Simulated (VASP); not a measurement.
A run of VASP 6.6.1 is set up as follows.

File INCAR:

```
PREC = Accurate
ENCUT = 600
EDIFF = 1E-6
ISMEAR = -1
SIGMA = 0.02
LREAL = F
LASPH = T
NELM = 60
ALGO = VeryFast
ISIF = 3
LWAVE = F
LCHARG = F
GGA = RE
IVDW = 12
IBRION = 2
NSW = 40
EDIFFG = -0.02
```

File KPOINTS:

```
Automatic mesh
0
Gamma
  6 6 6
```

The input POSCAR:

```
NaMg3O4
1.0
    4.3537536500      0.0000000000      0.0000000000
    0.0000000000      4.3537536500      0.0000000000
    0.0000000000      0.0000000000      4.3537536500
Mg Na O
3 1 4
Cartesian
    2.1768768250      2.1768768250      0.0000000000
    2.1768768250      0.0000000000      2.1768768250
    0.0000000000      2.1768768250      2.1768768250
    0.0000000000      0.0000000000      0.0000000000
    0.0000000000      2.1768768250      0.0000000000
    0.0000000000      0.0000000000      2.1768768250
    2.1768768250      2.1768768250      2.1768768250
    2.1768768250      0.0000000000      0.0000000000
```

Potentials or basis: VASP PAW PBE potentials, release 64 (Mg, Na_pv, O).

The run is started by

```bash
$ cat potpaw_PBE.64/Mg/POTCAR potpaw_PBE.64/Na_pv/POTCAR potpaw_PBE.64/O/POTCAR > POTCAR
$ mpirun -np 1 vasp_std > vasp.out
```

Problem. Predict the space group after relaxing (to 0.05 Å).

Solution. Pm-3m (No. 221).

Problem. Estimate the relaxed volume.

Solution. 9.78 Å³/atom.

The path:
```tsv
step	energy change (eV)	largest force (eV/Å)	pressure (GPa)	volume (Å³)
1	0.0000	0.0000	-6.19	82.53
2	-0.0858	0.0000	0.69	77.86
3	-0.0867	0.0000	0.05	78.25
```

Caveat: the PAW data sets were made with another functional, which shifts forces and pressure a little; an odd number of electrons without spin polarisation forces a metal; a magnetic or distorted state may lie lower; pairwise dispersion overbinds metals, which lowers pressure and volume.
